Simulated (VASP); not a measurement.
Input:

```
FeNi3
1.0
    3.59402     0.00000     0.00000
    0.00000     3.59402     0.00000
    0.00000     0.00000     3.59402
Fe Ni
1 3
Direct
  0.00000   0.00000   0.00000
  0.00000   0.50000   0.50000
  0.50000   0.00000   0.50000
  0.50000   0.50000   0.00000
```
Starting moments (μB, in the order of the record's atoms Fe Ni Ni Ni): 3.0 0.5 0.5 0.5.

Calculation: PBEsol GGA, VASP's PBE PAW potentials (set 64) (plane waves; VASP). Numerical set-up: 300 eV cut-off, 7×7×7 Γ-centred mesh, Fermi-Dirac smearing of 0.14 eV, potentials Fe Ni.

At this cut-off the stress carries a Pulay error, which pulls relaxed volumes low.

Q: Estimate the cell moment, energy per atom (σ→0), pressure, band gap (on the k-mesh) with the smallest direct gap where there is one.

A: 
```yaml
band gap (on the k-mesh): none (metal, semimetal or under 0.01 eV)
cell_moment: 4.81 μB
energy per atom (σ→0): -6.864 eV/atom
pressure: -15.95 GPa
```

Q: Give the moment on each site (PAW-sphere projection).

A: 
```json
[
 {"site": "Fe1", "moment (μB)": "2.92"},
 {"site": "Ni2", "moment (μB)": "0.64"},
 {"site": "Ni3", "moment (μB)": "0.64"},
 {"site": "Ni4", "moment (μB)": "0.64"}
]
```

The absolute energy has meaning only against runs of the same code, potentials and settings.

The structure is a typed Ni3Fe crystal (Pm-3m). The cell was not relaxed at this level.
